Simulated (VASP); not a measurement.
Here is the system:

```xyz
2
Lattice="2.8600 0.0000 0.0000 0.0000 2.8600 0.0000 0.0000 0.0000 2.8600" Properties=species:S:1:pos:R:3 pbc="T T T"
Al     1.4300     1.4300     1.4300
Co     0.0000     0.0000     0.0000
```

Method: PBE GGA with D3 dispersion (zero damping), VASP's PBE PAW potentials (set 64) (plane waves; VASP). Numerical set-up: 520 eV cut-off, 11×11×11 Γ-centred mesh, first-order Methfessel-Paxton smearing of 0.10 eV, potentials Al Co.

Energy and stress use the plane-wave basis of the starting cell.

The ions, cell shape and volume are relaxed. Which structure does the run end with?

```xyz
2
Lattice="2.8215 0.0000 0.0000 0.0000 2.8215 0.0000 0.0000 0.0000 2.8215" Properties=species:S:1:pos:R:3 pbc="T T T"
Al     1.4108     1.4108     1.4108
Co     0.0000     0.0000     0.0000
```
Space group Pm-3m (221), at a tolerance of 0.03 Å.

How do energy and volume change from the first to the last step?

The energy (σ→0) changes by -10.8 meV/atom and the volume by -4.0 %, in 3 ionic steps.

| step | E(σ→0) (eV) | max force (eV/Å) | pressure (GPa) | volume (Å³) |
|---|---|---|---|---|
| 1 | -12.6086 | 0.000 | -7.12 | 23.39 |
| 2 | -12.6129 | 0.000 | 7.26 | 21.68 |
| 3 | -12.6301 | 0.000 | 0.00 | 22.46 |

The compound is CoAl in the CsCl type structure. This run relaxes it. Symmetry was kept, so distortions that lower it aren't found. The run is not spin-polarised, so no magnetic state was tried.
